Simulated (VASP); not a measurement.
A run of VASP 6.6.1 is set up as follows.

The input INCAR:

```
ALGO = Normal
EDIFF = 1E-6
ENCUT = 520
GGA = PE
ISIF = 2
ISMEAR = 0
LASPH = T
LCHARG = T
LELF = T
LREAL = F
LVHAR = T
LWAVE = F
NBANDS = 26
NELM = 100
PREC = Accurate
SIGMA = 0.05
```

Contents of KPOINTS:

```
k-points
0
Gamma
  9 9 6
```

The input POSCAR:

```
ZnO
1.0
    3.2790867922      0.0000000000      0.0000000000
   -1.6395433961      2.8397724632      0.0000000000
    0.0000000000      0.0000000000      5.2928719384
Zn O
2 2
Direct
    0.3333333333      0.6666666667      0.0014808809
    0.6666666667      0.3333333333      0.5014808809
    0.3333333333      0.6666666667      0.3806191191
    0.6666666667      0.3333333333      0.8806191191
```

Potentials or basis: VASP PAW PBE potentials, release 64 (Zn, O).

Launch:

```sh
$ cat potpaw_PBE.64/Zn/POTCAR potpaw_PBE.64/O/POTCAR > POTCAR
$ mpirun -np 1 vasp_std > vasp.out
```

Problem. What does it give for the pressure?

Solution. 0.9 GPa.

Problem. What does it give for the band gap on the k mesh?

Solution. 0.73 eV, direct.

Forces on the atoms (eV/Å):
```
Zn   0.000  0.000  0.003
Zn   0.000  0.000  0.003
O    0.000  0.000 -0.003
O    0.000  0.000 -0.003
```

**Experimental background.**

“Electronic structure of alkaline earth and post-transition metal oxides”, 2009, arxiv:0908.1581 quotes, for a bulk crystal of ZnO: band gap 3.37 eV.

A measured gap of ZnO is 3.37 eV (quoted in “Electronic structure of alkaline earth and post-transition metal oxides”, 2009, arxiv:0908.1581); the calculated 0.73 eV misses it by -2.64 eV. So large a miss can be the level of theory's own, or it may mean another phase, state or a wrong row. The value is that of PBE, without temperature or zero-point motion. Semilocal functionals fall short of measured gaps as a rule.
